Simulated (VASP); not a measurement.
OSZICAR of a VASP run on RuAl (CsCl type):

OSZICAR:
```
       N       E                     dE             d eps       ncg     rms          rms(c)
DAV:   1     0.262069359021E+03    0.26207E+03   -0.15473E+04  1556   0.278E+03
DAV:   2     0.496763880496E+02   -0.21239E+03   -0.20321E+03  1692   0.647E+02
DAV:   3     0.395439316179E+02   -0.10132E+02   -0.97384E+01  2120   0.185E+02
DAV:   4     0.392630327707E+02   -0.28090E+00   -0.28002E+00  2204   0.308E+01
DAV:   5     0.392524740107E+02   -0.10559E-01   -0.10554E-01  2256   0.533E+00    0.931E+00
DAV:   6    -0.573236983578E+01   -0.44985E+02   -0.11885E+02  1360   0.108E+02    0.191E+01
DAV:   7    -0.375765336694E+01    0.19747E+01   -0.37149E+00  1588   0.221E+01    0.125E+01
DAV:   8    -0.249471620538E+01    0.12629E+01   -0.33574E+00  1412   0.200E+01    0.344E+00
DAV:   9    -0.248429215112E+01    0.10424E-01   -0.42557E-01  1516   0.820E+00    0.886E-01
DAV:  10    -0.228418316127E+01    0.20011E+00   -0.13138E-01  1344   0.527E+00    0.572E-01
DAV:  11    -0.249159184033E+01   -0.20741E+00   -0.12597E-01  1352   0.518E+00    0.691E-01
DAV:  12    -0.249121189947E+01    0.37994E-03   -0.33500E-03  1532   0.837E-01    0.517E-01
DAV:  13    -0.249077149957E+01    0.44040E-03   -0.98949E-03  1408   0.119E+00    0.178E-01
DAV:  14    -0.249074039474E+01    0.31105E-04   -0.11772E-04  1564   0.131E-01    0.169E-01
DAV:  15    -0.249081669998E+01   -0.76305E-04   -0.12612E-04  1464   0.132E-01    0.774E-02
DAV:  16    -0.249079896806E+01    0.17732E-04   -0.19924E-04  1400   0.182E-01    0.112E-01
DAV:  17    -0.249079593450E+01    0.30336E-05   -0.75889E-06  1440   0.403E-02    0.224E-02
DAV:  18    -0.249079856122E+01   -0.26267E-05   -0.17858E-06  1120   0.189E-02    0.135E-02
DAV:  19    -0.249079902308E+01   -0.46186E-06   -0.12489E-06   684   0.154E-02
   1 F= -.24907990E+01 E0= -.24903158E+01  d E =-.249080E+01
       N       E                     dE             d eps       ncg     rms          rms(c)
DAV:   1    -0.262142501867E+01   -0.13063E+00   -0.20648E+00  1380   0.205E+01    0.338E+00
DAV:   2    -0.249339435718E+01    0.12803E+00   -0.79723E-01  1400   0.108E+01    0.116E+00
DAV:   3    -0.248882244289E+01    0.45719E-02   -0.52574E-02  1408   0.299E+00    0.291E-01
DAV:   4    -0.248695934834E+01    0.18631E-02   -0.82205E-03  1376   0.116E+00    0.196E-01
DAV:   5    -0.248861467591E+01   -0.16553E-02   -0.40005E-03  1404   0.978E-01    0.530E-02
DAV:   6    -0.248855770469E+01    0.56971E-04   -0.15616E-03  1376   0.594E-01    0.447E-02
DAV:   7    -0.248909358396E+01   -0.53588E-03   -0.33060E-04  1344   0.266E-01    0.310E-02
DAV:   8    -0.248911864346E+01   -0.25060E-04   -0.98409E-05  1568   0.127E-01    0.174E-02
DAV:   9    -0.248912765576E+01   -0.90123E-05   -0.11114E-05  1440   0.442E-02    0.269E-03
DAV:  10    -0.248912747944E+01    0.17632E-06   -0.19888E-07   684   0.536E-03
   2 F= -.24891275E+01 E0= -.24886278E+01  d E =0.167154E-02
       N       E                     dE             d eps       ncg     rms          rms(c)
DAV:   1    -0.254112462383E+01   -0.51997E-01   -0.76676E-01  1372   0.125E+01    0.189E+00
DAV:   2    -0.249398367402E+01    0.47141E-01   -0.30136E-01  1408   0.659E+00    0.630E-01
DAV:   3    -0.249193167205E+01    0.20520E-02   -0.19593E-02  1416   0.182E+00    0.150E-01
DAV:   4    -0.249128253903E+01    0.64913E-03   -0.26758E-03  1384   0.655E-01    0.101E-01
DAV:   5    -0.249186556479E+01   -0.58303E-03   -0.11203E-03  1432   0.520E-01    0.273E-02
DAV:   6    -0.249183004916E+01    0.35516E-04   -0.40639E-04  1368   0.300E-01    0.242E-02
DAV:   7    -0.249197968964E+01   -0.14964E-03   -0.11420E-04  1348   0.154E-01    0.163E-02
DAV:   8    -0.249199309103E+01   -0.13401E-04   -0.18197E-05  1588   0.491E-02    0.510E-03
DAV:   9    -0.249199417219E+01   -0.10812E-05   -0.67096E-07   696   0.103E-02    0.168E-03
DAV:  10    -0.249199434740E+01   -0.17521E-06   -0.15003E-07   676   0.511E-03
   3 F= -.24919943E+01 E0= -.24915047E+01  d E =-.119532E-02
```

Task: Which electronic solver shows in the log?

Result: It is blocked Davidson (ALGO = Normal, or the opening steps of other solvers). The INCAR had ALGO = Normal.

Task: Can the final energy be trusted as converged?

Result: Self-consistency was reached. It stopped with EDIFF = 1E-6, NELM = 100, NSW = 60 and EDIFFG = -0.01 after 3 ionic steps (revTPSS meta-GGA, plane waves, VASP's PBE PAW potentials (set 64)).

The compound is RuAl in the CsCl type structure. This run relaxes it. Symmetry was kept, so distortions that lower it aren't found. The electron count is odd and the run is not spin-polarised, which forces a metal.
